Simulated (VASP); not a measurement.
# AlO4F (P1) in VASP: single point with r2SCAN

Aim: the single point of AlO4F with r2SCAN.

Everything below comes from runs of VASP 6.6.1. Logs are shortened: lines on timing, memory, paths and dates and some standing lists are left out, and cuts for length are marked.

### 1 The structure

The typed cell holds 12 atoms: a = 4.755 Å, b = 4.910 Å, c = 8.155 Å, α = 88.81°, β = 89.17°, γ = 118.85°.

The cell was built by a generator and needn't be a form met in nature.

### 2 Single point, r2SCAN

File POSCAR:

```
AlO4F
1.0
    4.7546145900     -0.0122823500      0.0353494800
   -2.3585845500      4.3056490000      0.0506802900
    0.0577618500      0.1282123800      8.1538628800
Al F O
2 2 8
Direct
    0.3533950000      0.6332760000      0.0627050000
    0.6305950000      0.3533710000      0.5662560000
    0.3223160000      0.7046860000      0.4394490000
    0.6790040000      0.2861040000      0.9348230000
    0.3396580000      0.6705760000      0.2599270000
    0.6686250000      0.3286320000      0.7640460000
    0.5340100000      0.9702640000      0.9747120000
    0.4550120000      0.0167340000      0.4774130000
    0.9990480000      0.4484760000      0.9889460000
    0.9861710000      0.5495360000      0.4846360000
    0.5325770000      0.4353760000      0.0273910000
    0.4659610000      0.5538160000      0.5254620000
```

File INCAR.step1:

```
SYSTEM = AlO4F
PREC = Accurate
ENCUT = 520
ISMEAR = 1
SIGMA = 0.2863
LREAL = .False.
LASPH = .True.
NELM = 100
NBANDS = 46
NELECT = 66.0
GGA = PE
ALGO = Normal
EDIFF = 1E-4
LWAVE = .True.
LCHARG = .False.
```

File INCAR.step2:

```
SYSTEM = AlO4F
PREC = Accurate
ENCUT = 520
EDIFF = 1E-6
ISMEAR = 1
SIGMA = 0.2863
LREAL = .False.
LASPH = .True.
NELM = 100
ALGO = Normal
ISIF = 2
LWAVE = .False.
LCHARG = .True.
METAGGA = R2SCAN
LMIXTAU = .True.
LELF = .True.
LVHAR = .True.
NBANDS = 46
NELECT = 66.0
ISTART = 1
```

File KPOINTS:

```
regular mesh
0
Gamma
  4 4 3
  0 0 0
```

Potentials or basis: VASP PAW PBE potentials, release 64 (Al, F, O).

Command:

```bash
cat potpaw_PBE.64/Al/POTCAR potpaw_PBE.64/F/POTCAR potpaw_PBE.64/O/POTCAR > POTCAR
cp INCAR.step1 INCAR
mpirun -np 1 vasp_std > vasp.out
cp INCAR.step2 INCAR
mpirun -np 1 vasp_std > vasp.out
```

OUTCAR:

```text
SYSTEM = AlO4F
   PREC = Accurate
   ENCUT = 520
   EDIFF = 1E-6
   ISMEAR = 1
   LREAL = .False.
   LASPH = .True.
   NELM = 100
   ISIF = 2
   METAGGA = R2SCAN
   NELECT = 66.0
   ISTART = 1

 ion  position               nearest neighbor table
   1  0.353  0.633  0.063-   7 1.60  11 1.60   9 1.61   5 1.63
   2  0.631  0.353  0.566-  12 1.56  10 1.61   6 1.63   8 1.64
   3  0.322  0.705  0.439-   8 1.39  12 1.41  10 1.44   5 1.48
   4  0.679  0.286  0.935-   7 1.39   6 1.41   9 1.42  11 1.45
   5  0.340  0.671  0.260-   3 1.48   1 1.63
   6  0.669  0.329  0.764-   4 1.41   2 1.63
   7  0.534  0.970  0.975-   4 1.39   1 1.60
   8  0.455  0.017  0.477-   3 1.39   2 1.64
   9  0.999  0.448  0.989-   4 1.42   1 1.61
  10  0.986  0.550  0.485-   3 1.44   2 1.61
  11  0.533  0.435  0.027-   4 1.45   1 1.60
  12  0.466  0.554  0.525-   3 1.41   2 1.56

  LATTYP: Found a triclinic cell.
 ALAT       =     4.9174544497
 B/A-ratio  =     0.9669152827
 C/A-ratio  =     1.6583936830
 COS(alpha) =     0.0144755386
 COS(beta)  =     0.0346698292
 COS(gamma) =     0.4851097159

  Lattice vectors:

 A1 = (  -2.3960300400,  -4.2933666500,  -0.0860297700)
 A2 = (  -4.7546145900,   0.0122823500,  -0.0353494800)
 A3 = (  -0.0577618500,  -0.1282123800,  -8.1538628800)

Analysis of symmetry for initial positions (statically):
=====================================================================
 Subroutine PRICEL returns:
 Original cell was already a primitive cell.

 Routine SETGRP: Setting up the symmetry group for a
 triclinic supercell.

 Subroutine GETGRP returns: Found  1 space group operations
 (whereof  1 operations were pure point group operations)
 out of a pool of  2 trial point group operations.

The static configuration has the point symmetry C_1 .

Analysis of symmetry for dynamics (positions and initial velocities):
=====================================================================
 Subroutine PRICEL returns:
 Original cell was already a primitive cell.

 Routine SETGRP: Setting up the symmetry group for a
 triclinic supercell.

 Subroutine GETGRP returns: Found  1 space group operations
 (whereof  1 operations were pure point group operations)
 out of a pool of  2 trial point group operations.

The dynamic configuration has the point symmetry C_1 .

 Subroutine INISYM returns: Found  1 space group operations
[... 128 lines left out ...]
   NELECT =      66.0000    total number of electrons
   NUPDOWN=      -1.0000    fix difference up-down
   EMIN   =  10.00;   EMAX   =-10.00  energy-range for DOS
   EFERMI =   0.00;   METHOD = LEGACY
   ISMEAR =     1;   SIGMA  =   0.29  broadening in eV -4-tet -1-fermi 0-gaus
   EFERMI_NEDOS =   21; number of points for ismear=-14 and -15
   IALGO  =     38    algorithm
   IMIX   =      4    mixing-type and parameters
     AMIX     =   0.40;   BMIX     =  1.00
     AMIX_MAG =   1.60;   BMIX_MAG =  1.00
  volume/ion in A,a.u.               =      13.89        93.71
  Fermi-wavevector in a.u.,A,eV,Ry     =   1.202262  2.271946 19.666325  1.445434
  Thomas-Fermi vector in A             =   2.338048
   LORBIT       =      0    0 simple, 1 ext, 2 COOP (PROOUT), +10 PAW based schemes
   METAGGA = R2SCAN    functional components
   LHFCALC =     F    Hartree Fock is set to
   AEXX    =    0.0000 exact exchange contribution
   IVDW    =     0    specifies the selected vdW correction
   LEPSILON=     F    determine dielectric tensor
   LRPA    =     F    only Hartree local field effects (RPA)
 non-spin polarized calculation
 Methfessel and Paxton  Order N= 1 SIGMA  =   0.29
  energy-cutoff  :      520.00
  volume of cell :      166.64
 maximum number of plane-waves:      4504
   NGX = 17   NGY = 19   NGZ = 31

 number of electron      66.0000002 magnetization

 Free energy of the ion-electron system (eV)
  ---------------------------------------------------
  ext. energy  EPLUGINS =         0.00000000
  ---------------------------------------------------
  free energy    TOTEN  =       -42.87831289 eV

  energy without entropy =      -42.86600988  energy(sigma->0) =      -42.87421188

 E-fermi :  -2.2092     XC(G=0):  -8.1965

 val. band max:       -2.2117235899   @ k =  -0.2500   0.2500  -0.0000
 cond. band min:      -2.1770770356   @ k =   0.0000  -0.0000   0.3333
 fundamental gap:      0.0346465543
 Fermi energy:        -2.2091974583

 k-point     1 :       0.0000    0.0000    0.0000
  band No.  band energies     occupation
      1     -36.7750      2.00000
      2     -36.2018      2.00000
      3     -23.0436      2.00000
      4     -22.9157      2.00000
      5     -22.8426      2.00000
      6     -22.2790      2.00000
[... 1141 lines left out ...]
     44      10.6749      0.00000
     45      11.1407      0.00000

 [... further k-points ...]

 [bands above 45 left out]

------------------------ aborting loop because EDIFF is reached ----------------------------------------

  FORCE on cell =-STRESS in cart. coord.  units (eV):
  Direction    XX          YY          ZZ          XY          YZ          ZX
  --------------------------------------------------------------------------------------
  -------------------------------------------------------------------------------------
  Total       34.8789377     33.9799536     33.4098680     -2.1208049     -0.3182692      0.9832062
  in kB      335.3535016    326.7099625    321.2287116    -20.3910844     -3.0600896      9.4533168
  external PRESSURE =     327.7640586 kB  Pullay stress =       0.0000000 kB

 VOLUME and BASIS-vectors are now :
 -----------------------------------------------------------------------------
  energy-cutoff  :      520.00
  volume of cell :      166.64
      direct lattice vectors                 reciprocal lattice vectors
     4.754614590 -0.012282350  0.035349480     0.210644756  0.115427681 -0.003307204
    -2.358584550  4.305649000  0.050680290     0.000628198  0.232640253 -0.003662515
     0.057761850  0.128212380  8.153862880    -0.000917114 -0.001946388  0.122678360

 POSITION                                       TOTAL-FORCE (eV/Angst)
 -----------------------------------------------------------------------------------
      0.19024      2.73036      0.55587        -1.021049      0.319086      1.183740
      2.19749      1.58635      4.65737         1.893682     -3.055156      1.363045
     -0.10419      3.08651      3.63031         0.247388      0.381881      0.813754
      2.60760      1.34338      7.66092        -0.239251     -0.995176     -1.057600
      0.04835      2.91642      2.16540         0.889240     -0.782092     -3.473807
      2.44808      1.50472      6.27022        -0.086254      1.024957     -3.100269
      0.30686      4.29603      8.01572         0.668772     -1.825019     -1.721703
      2.15151      0.12767      3.90969        -0.738695      3.056431     -0.980662
      3.74944      2.04550      8.12177         2.600809      0.969723      0.252806
      3.42073      2.41613      4.01437        -2.712353     -0.314604     -0.811350
      1.50691      1.87155      0.26423        -1.338216      0.454748      4.506866
      0.93959      2.44618      4.32908        -0.164072      0.765221      3.025180
 -----------------------------------------------------------------------------------
    total drift:                                0.000085      0.000458      0.000356

  FREE ENERGIE OF THE ION-ELECTRON SYSTEM (eV)
  ---------------------------------------------------
  free  energy   TOTEN  =       -42.8783128869 eV

  energy  without entropy=      -42.8660098772  energy(sigma->0) =      -42.87421188
```

OUTCAR.step1:

```text
SYSTEM = AlO4F
   PREC = Accurate
   ENCUT = 520
   ISMEAR = 1
   LREAL = .False.
   LASPH = .True.
[... 1421 lines left out ...]
      3.42073      2.41613      4.01437        -3.414235     -0.843850     -0.547256
      1.50691      1.87155      0.26423        -1.819314      0.838176      4.699104
      0.93959      2.44618      4.32908         0.403205      0.361906      3.283986
 -----------------------------------------------------------------------------------
    total drift:                               -0.000132      0.008709     -0.009453

  FREE ENERGIE OF THE ION-ELECTRON SYSTEM (eV)
  ---------------------------------------------------
  free  energy   TOTEN  =       -26.8437479886 eV

  energy  without entropy=      -26.8126423377  energy(sigma->0) =      -26.83337944
```

OSZICAR.step1:

```text
N       E                     dE             d eps       ncg     rms          rms(c)
DAV:   1     0.506669242974E+03    0.50667E+03   -0.34995E+04  2392   0.132E+03
DAV:   2    -0.620348256052E+01   -0.51287E+03   -0.49343E+03  3244   0.323E+02
DAV:   3    -0.459058123754E+02   -0.39702E+02   -0.39008E+02  2882   0.936E+01
DAV:   4    -0.464324026050E+02   -0.52659E+00   -0.52560E+00  2848   0.120E+01
DAV:   5    -0.464408705029E+02   -0.84679E-02   -0.84658E-02  2888   0.146E+00    0.314E+01
DAV:   6    -0.351568243721E+02    0.11284E+02   -0.64703E+01  2784   0.647E+01    0.297E+01
DAV:   7    -0.349949895214E+02    0.16183E+00   -0.53558E+01  2788   0.421E+01    0.277E+01
DAV:   8    -0.279290676641E+02    0.70659E+01   -0.20206E+01  2720   0.206E+01    0.103E+01
DAV:   9    -0.271695031716E+02    0.75956E+00   -0.27308E+00  2704   0.974E+00    0.654E+00
DAV:  10    -0.269515194017E+02    0.21798E+00   -0.88733E-01  2692   0.747E+00    0.415E+00
DAV:  11    -0.269134157466E+02    0.38104E-01   -0.39505E-01  2800   0.523E+00    0.281E+00
DAV:  12    -0.268560502858E+02    0.57365E-01   -0.18390E-01  3100   0.327E+00    0.163E+00
DAV:  13    -0.268455364598E+02    0.10514E-01   -0.63249E-02  2632   0.161E+00    0.752E-01
DAV:  14    -0.268422132262E+02    0.33232E-02   -0.13290E-02  2720   0.828E-01    0.321E-01
DAV:  15    -0.268437568601E+02   -0.15436E-02   -0.46208E-03  2452   0.460E-01    0.190E-01
DAV:  16    -0.268439567793E+02   -0.19992E-03   -0.12765E-03  2632   0.260E-01    0.142E-01
DAV:  17    -0.268437959534E+02    0.16083E-03   -0.40506E-04  1972   0.151E-01    0.544E-02
DAV:  18    -0.268437479886E+02    0.47965E-04   -0.13295E-04  1436   0.718E-02
   1 F= -.26843748E+02 E0= -.26833379E+02  d E =-.311057E-01
```

Wall time 11 min (1 thread of AMD EPYC 9R45 (Zen 5), shared host); peak memory 0.37 GiB.

What came out:

```
Free energy            : -42.8783 eV
Largest force          : 4.723 eV/Å
Band gap on the k mesh : none (metal or under the smearing width)
```

Forces in eV/Å, atoms in the order of the input:
```
Al  -1.021  0.319  1.184
Al   1.894 -3.055  1.363
F    0.247  0.382  0.814
F   -0.239 -0.995 -1.058
O    0.889 -0.782 -3.474
O   -0.086  1.025 -3.100
O    0.669 -1.825 -1.722
O   -0.739  3.056 -0.981
O    2.601  0.970  0.253
O   -2.712 -0.315 -0.811
O   -1.338  0.455  4.507
O   -0.164  0.765  3.025
```

Caveat: the k mesh is coarse (spacing up to 0.38 Å⁻¹), so the values aren't converged; the cell carries a net charge on a neutralising background, which shifts energy and pressure; the cell is charged against a uniform background, so pressure and absolute levels hang on convention; a pressure of tens of GPa on the cell as given is suspect, and the run, the potentials or the cell itself is likely at fault; the PAW data sets were made with another functional, which shifts forces and pressure a little.
